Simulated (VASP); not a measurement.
VASP runs on LaSi2 (space group I4/mmm) share one base input (PBE GGA, plane waves, VASP's PBE PAW potentials (set 64)) and change the settings named in each case.

### POSCAR
```
LaSi2
4.5103990
 -0.4085731661   0.4085731661   1.0000000000
  0.4085731661  -0.4085731661   1.0000000000
  0.4085731661   0.4085731661  -1.0000000000
La Si
1 2
Direct
  0.0000000000   0.0000000000   0.0000000000
  0.3353000000   0.3353000000   0.0000000000
  0.6647000000   0.6647000000   0.0000000000
```

INCAR:
```
! general
SYSTEM  = LaSi2
PREC    = Accurate
ENCUT   = 300   ! plane-wave cut-off (eV)
LREAL   = .FALSE.   ! projection in real space or not
LASPH   = .TRUE.

! electronic loop
EDIFF   = 1E-6   ! SCF stop (eV)
NELM    = 100
ALGO    = Normal   ! blocked Davidson
LMAXMIX = 6

! smearing
ISMEAR  = -1   ! Fermi-Dirac
SIGMA   = 0.05

! functional
GGA     = PE

! ions
ISIF    = 2   ! forces and stress, cell fixed

! output
LWAVE   = .FALSE.
LCHARG  = .FALSE.
```

### KPOINTS
```
Automatic mesh
0
Gamma
9 9 9
0 0 0
```

POTCAR, in this order: La Si (PBE.64 set). Program: vasp_std.

| change | E(σ→0) (eV/atom) | pressure (GPa) | largest force (eV/Å) | −TS (eV) |
|---|---|---|---|---|
| base run | -5.0337 | 8.84 | 1.110 | -0.0245 |
| GGA removed, POTCAR La Si (LDA.64 set) | -5.7261 | 4.17 | 1.018 | -0.0250 |
| GGA_COMPAT = .FALSE., LNONCOLLINEAR = .TRUE., LSORBIT = .TRUE., MAGMOM = 0.0 0.0 0.0 0.0 0.0 0.0 0.0 0.0 0.0, program vasp_ncl | -5.1355 | 8.72 | 1.103 | -0.0245 |
| KPOINTS 3×3×3 Γ-centred mesh | -4.9186 | 10.15 | 1.104 | -0.0481 |
 Energies of different potentials or functionals have different zeros.  At 300 eV the pressure can carry a Pulay error.

Left out are runs that ran out of time, are held back, or changed the cell or the kind of run, fixed moments of cells without a moment, rows past the twelfth, gaps on odd meshes, pressures of charged cells and columns that move by less than the noise.

The structure was generated: LaSi2 was put into an ordered model structure, which need not be its known phase. The cell was not relaxed at this level, forces remain on its atoms.
